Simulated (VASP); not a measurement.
Consider the following.

```yaml
crystal:
  lattice:
    - [3.05645, 0.00000, 0.00000]
    - [0.00000, 3.05645, 0.00000]
    - [0.00000, 0.00000, 3.61442]
  atoms:
    - { symbol: Hf, position: [0.50000, 0.50000, 0.00000] }
    - { symbol: Ir, position: [0.00000, 0.00000, 0.50000] }
```

The numbers are results of PBEsol GGA, VASP's PBE PAW potentials (set 64) (plane waves; VASP), not measurements. Settings: 400 eV cut-off, 11×11×9 Γ-centred mesh, first-order Methfessel-Paxton smearing of 0.10 eV, potentials Hf_pv Ir.

Unless said otherwise, spin-orbit coupling is left out, though it shifts the bands of the heavy elements here.

Task: Predict the energy per atom (σ→0), band gap (on the k-mesh) with the smallest direct gap where there is one.

Result: 
- band gap (on the k-mesh): none (metal, semimetal or under 0.01 eV)
- energy per atom (σ→0): -11.058 eV/atom

The structure comes from a computed database's HfIr entry (P4/mmm); how it stands against other phases isn't given here. It was relaxed first. The start is the result of an earlier pass. The electron count is odd and the run is not spin-polarised, which forces a metal.
